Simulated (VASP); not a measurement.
**Ti2Zr2C4 (ordered alloy cell): computed properties**

The numbers are results of PBEsol GGA, VASP's PBE PAW potentials (set 64) (plane waves; VASP), not measurements.

For Ti₂Zr₂C₄, the space group is R-3m (166) and the cell comes out as a = 3.1843 Å, b = 3.1843 Å, c = 31.0084 Å, α = 90.00°, β = 90.00°, γ = 120.00°. The volume per atom comes out as 11.35 Å³/atom. The band gap (over mesh and band path) is none (metal, semimetal or under 0.01 eV) and the density is 5.97 g/cm³.

```
CELL_PARAMETERS angstrom
      0.00000     2.25162     2.25162
      2.25162     0.00000     2.25162
      8.96972     8.96972     0.03674
ATOMIC_POSITIONS crystal
  Zr 0.01090 0.01090 0.99183
  Zr 0.98910 0.98910 0.25817
  C  0.50000 0.50000 0.12500
  C  0.47804 0.47804 0.39147
  C  0.50000 0.50000 0.62500
  C  0.52196 0.52196 0.85853
  Ti 0.98898 0.98898 0.50827
  Ti 0.01102 0.01102 0.74173
```

The structure was generated: Ti2Zr2C4 was put into an ordered model structure (R-3m), which need not be its known phase. It was relaxed first. Symmetry was kept, so distortions that lower it aren't found.
